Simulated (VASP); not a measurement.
# Equation of state of ZnB under PBE

```cif
data_structure
_symmetry_space_group_name_H-M 'Pm-3m'
_symmetry_Int_Tables_number 221
_cell_length_a 2.8074
_cell_length_b 2.8074
_cell_length_c 2.8074
_cell_angle_alpha 90.000
_cell_angle_beta 90.000
_cell_angle_gamma 90.000
_cell_volume 22.13
loop_
_atom_site_label
_atom_site_type_symbol
_atom_site_symmetry_multiplicity
_atom_site_Wyckoff_symbol
_atom_site_fract_x
_atom_site_fract_y
_atom_site_fract_z
_atom_site_occupancy
Zn1 Zn 1 a 0.00000 0.00000 0.00000 1
B1 B 1 b 0.50000 0.50000 0.50000 1
```

The cell comes from a database or a generator and needn't be the stable form of this composition.

The cell was scaled at fixed shape and fractions and run with VASP, PBE PAW files B, Zn, 520 eV; PBE, k mesh 9 × 9 × 9 on the cell of 2 atoms, fermi-dirac occupations of 0.05 eV, no spin polarisation, no spin-orbit coupling. Energies are those that the program minimises, any entropy of the smearing included. For a metal such a mesh isn't converged to the digits shown.

```csv
V (Å³/atom),energy over the lowest row (meV/atom)
10.3991,18.960
10.6204,8.721
10.8416,?
11.0629,0.000
11.2842,0.686
11.5054,4.260
11.7267,10.413
```

Q: Fit the third-order Birch-Murnaghan form, give V0, B0 and B′, and predict the energy left open.

A: With y = (V0/V)^(2/3), E = E0 + (9 V0 B0/16) [(y - 1)³ B′ + (y - 1)² (6 - 4y)]. Least squares through the rows shown give V0 = 11.1234 Å³/atom, E0 = -0.119 meV, B0 = 114.0 GPa (1 eV/Å³ = 160.218 GPa) and B′ = 4.71, with a largest miss of 0.006 meV. At V = 10.8416 the form with these constants gives 2.548 meV; the run gave 2.549 meV an atom.
